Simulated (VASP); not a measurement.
Input for VASP

### INCAR
```
! general
SYSTEM  = TiTe2
PREC    = Accurate
ENCUT   = 400
LREAL   = .FALSE.   ! projection in real space or not
LASPH   = .TRUE.

! electronic loop
EDIFF   = 1E-6   ! SCF stop (eV)
NELM    = 100   ! most electronic steps
ALGO    = Normal   ! blocked Davidson
LMAXMIX = 4   ! l cut-off of mixed one-centre charges
LMIXTAU = .TRUE.

! smearing
ISMEAR  = 1   ! Methfessel-Paxton
SIGMA   = 0.1   ! width (eV)

! functional
METAGGA = R2SCAN

! ions
IBRION  = 2   ! conjugate gradients
NSW     = 60   ! most ionic steps
ISIF    = 3   ! ions, shape and volume
EDIFFG  = -0.02   ! ionic stop

! output
LWAVE   = .FALSE.
LCHARG  = .FALSE.
```

KPOINTS:
```
Automatic mesh
0
Gamma
9 9 5
0 0 0
```

POSCAR:
```
TiTe2
1
    3.7310071292     0.0000000261    -0.0000000000
   -1.8655040204     3.2311469638     0.0000000000
   -0.0000000000     0.0000000000     6.3424489740
Ti Te
1 2
Direct
  0.0000000000   0.0000000000   0.0000000000
  0.3333330000   0.6666670000   0.2671652071
  0.6666670000   0.3333330000   0.7328347929
```

POTCAR, in this order: Ti_sv Te (PBE.64 set). Program: vasp_std.

### Question
Translate this r2SCAN calculation to Ansatz.

### Answer
One equivalent input (not run):
Ansatz 0.2 input:
```yaml
crystal:
  lattice:
    - [3.7310071, 0.0000000, 0.0000000]
    - [-1.8655040, 3.2311470, 0.0000000]
    - [0.0000000, 0.0000000, 6.3424490]
  atoms:
    - { symbol: Ti, position: [0.0000000, 0.0000000, 0.0000000] }
    - { symbol: Te, position: [0.3333330, 0.6666670, 0.2671652] }
    - { symbol: Te, position: [0.6666670, 0.3333330, 0.7328348] }
kpoints:
  mp_grid: { grid: [9, 9, 5] }
hamiltonian:
  xc: r2scan
  pseudopotentials: { kind: paw }
scf:
  occupations: { method: methfessel_paxton, width: 0.1 }
  max_iter: 100
relax:
  max_steps: 60
  f_tol: 0.02
  cell: {}
output: { forces: true, stress: true, eigenvalues: true }
```
Limits of the translation: each code has its own PAW files, so the cut-off isn't converted (ENCUT is set for VASP's; basis.ecutwfc is left out, and Ansatz then takes the one that its files recommend); Ansatz stops its SCF on the density residual and VASP on the energy change (EDIFF).

The structure was generated: TiTe2 was put into the CdI2 type (P-3m1), which need not be its known phase. This run relaxes it. Symmetry was kept, so distortions that lower it aren't found. The start is the result of an earlier pass.
